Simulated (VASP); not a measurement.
All values below come from PBE GGA, VASP's PBE PAW potentials (set 64) (plane waves; VASP).

VASP input:

**KPOINTS**
```
Automatic mesh
0
G
6 6 6
```

**POSCAR**
```
HfB2
1
    0.0000000000     3.8554860000     3.9876540000
    2.2385520000     0.0000000000     3.9876540000
    2.2385520000     3.8554860000     0.0000000000
B Hf
4 2
Direct
  0.6635000000   0.3365000000   0.6635000000
  0.3365000000   0.6635000000   0.3365000000
  0.5865000000   0.9135000000   0.5865000000
  0.9135000000   0.5865000000   0.9135000000
  0.0000000000   0.0000000000   0.0000000000
  0.2500000000   0.2500000000   0.2500000000
```

**INCAR**
```
SYSTEM = HfB2
PREC = Accurate
ENCUT = 400
EDIFF = 1E-6
NELM = 100
ALGO = Normal
LREAL = .FALSE.
LASPH = .TRUE.
ISMEAR = -1
SIGMA = 0.136
GGA = PE
LMAXMIX = 6
LWAVE = .FALSE.
LCHARG = .FALSE.
ISIF = 2
```

POTCAR, in this order: B Hf_pv (PBE.64 set). Program: vasp_std.

Output

File OUTCAR:
```
 ion  position               nearest neighbor table
   1  0.663  0.337  0.663-   6 2.38   6 2.38   5 2.57   5 2.57   5 2.59
   2  0.337  0.663  0.337-   6 2.38   6 2.38   5 2.57   5 2.57   5 2.59
   3  0.587  0.913  0.587-   5 2.38   5 2.38   6 2.57   6 2.57   6 2.59
   4  0.913  0.587  0.913-   5 2.38   5 2.38   6 2.57   6 2.57   6 2.59
   5  0.000  0.000  0.000-   3 2.38   4 2.38   3 2.38   4 2.38   1 2.57   1 2.57   2 2.57   2 2.57
                             2 2.59   1 2.59   6 2.99   6 2.99   6 2.99   6 2.99
   6  0.250  0.250  0.250-   2 2.38   1 2.38   2 2.38   1 2.38   3 2.57   4 2.57   3 2.57   4 2.57
                             4 2.59   3 2.59   5 2.99   5 2.99   5 2.99   5 2.99
  LATTYP: Found a face centered orthorhombic cell.
 ALAT       =     4.4771040000
 B/A-ratio  =     1.7223124591
 C/A-ratio  =     1.7813541968
 Subroutine PRICEL returns:
 Original cell was already a primitive cell.
 Subroutine GETGRP returns: Found  8 space group operations
The static configuration has the point symmetry D_2 .
 The point group associated with its full space group is D_2h.
The dynamic configuration has the point symmetry D_2 .
 Subroutine INISYM returns: Found  8 space group operations
 Subroutine IBZKPT returns following result:
 Found     46 irreducible k-points:

 Following reciprocal coordinates:
            Coordinates               Weight
...
```

File OSZICAR:
```
       N       E                     dE             d eps       ncg     rms          rms(c)
DAV:   1     0.872928157977E+02    0.87293E+02   -0.14426E+04  1888   0.123E+03
DAV:   2    -0.384617295481E+02   -0.12575E+03   -0.11984E+03  2320   0.283E+02
DAV:   3    -0.442132732493E+02   -0.57515E+01   -0.53192E+01  2356   0.432E+01
DAV:   4    -0.443247207259E+02   -0.11145E+00   -0.10977E+00  2240   0.600E+00
DAV:   5    -0.443272517764E+02   -0.25311E-02   -0.25294E-02  2248   0.760E-01    0.866E+01
DAV:   6    -0.425632323525E+02    0.17640E+01   -0.62378E+00  2060   0.115E+01    0.572E+01
DAV:   7    -0.424923252959E+02    0.70907E-01   -0.12572E+00  2416   0.654E+00    0.460E+00
DAV:   8    -0.424543927660E+02    0.37933E-01   -0.22224E-01  2072   0.242E+00    0.128E+00
DAV:   9    -0.424530963167E+02    0.12964E-02   -0.11566E-02  2220   0.714E-01    0.115E+00
DAV:  10    -0.424530687534E+02    0.27563E-04   -0.62048E-04  2156   0.150E-01    0.188E-01
DAV:  11    -0.424530720821E+02   -0.33287E-05   -0.18199E-05  2292   0.282E-02    0.637E-02
DAV:  12    -0.424530707002E+02    0.13819E-05   -0.27318E-06  1796   0.103E-02    0.171E-02
DAV:  13    -0.424530708436E+02   -0.14342E-06   -0.26905E-07  1216   0.357E-03
   1 F= -.42453071E+02 E0= -.42318256E+02  d E =-.269629E+00
```

### OUTCAR
```
------------------------ aborting loop because EDIFF is reached ----------------------------------------
  FORCE on cell =-STRESS in cart. coord.  units (eV):
  Direction    XX          YY          ZZ          XY          YZ          ZX
  --------------------------------------------------------------------------------------
  Total        0.4618739      1.4468939      7.7004247      0.0000000      0.0000000      0.0000000
  in kB       10.7507855     33.6785586    179.2385745      0.0000000      0.0000000      0.0000000
  external PRESSURE =      74.5559729 kB  Pullay stress =       0.0000000 kB
  volume of cell :       68.83
      direct lattice vectors                 reciprocal lattice vectors
     0.000000000  3.855486000  3.987654000    -0.223358671  0.129685337  0.125387007
     2.238552000  0.000000000  3.987654000     0.223358671 -0.129685337  0.125387007
     2.238552000  3.855486000  0.000000000     0.223358671  0.129685337 -0.125387007
 POSITION                                       TOTAL-FORCE (eV/Angst)
 -----------------------------------------------------------------------------------
      2.23855      5.11623      3.98765         0.000000     -0.531626      0.000000
      2.23855      2.59474      3.98765         0.000000      0.531626      0.000000
      3.35783      4.52249      5.98148        -0.000000      0.531626     -0.000000
      3.35783      7.04397      5.98148        -0.000000     -0.531626     -0.000000
      0.00000      0.00000      0.00000         0.000000     -0.000000      0.000000
      1.11928      1.92774      1.99383         0.000000      0.000000     -0.000000
 -----------------------------------------------------------------------------------
    total drift:                                0.000000      0.000000      0.000000
  FREE ENERGIE OF THE ION-ELECTRON SYSTEM (eV)
  ---------------------------------------------------
  free  energy   TOTEN  =       -42.4530708436 eV

  energy  without entropy=      -42.1834419664  energy(sigma->0) =      -42.31825640
```
(Selected blocks of OUTCAR.)

At this cut-off the stress carries a Pulay error, which pulls relaxed volumes low.

The structure was generated: HfB2 was put into an ordered model structure, which need not be its known phase. The cell was not relaxed at this level. The k-mesh is coarse (spacing up to 0.30 per Å, 2π included), so the numbers may not be converged in it.
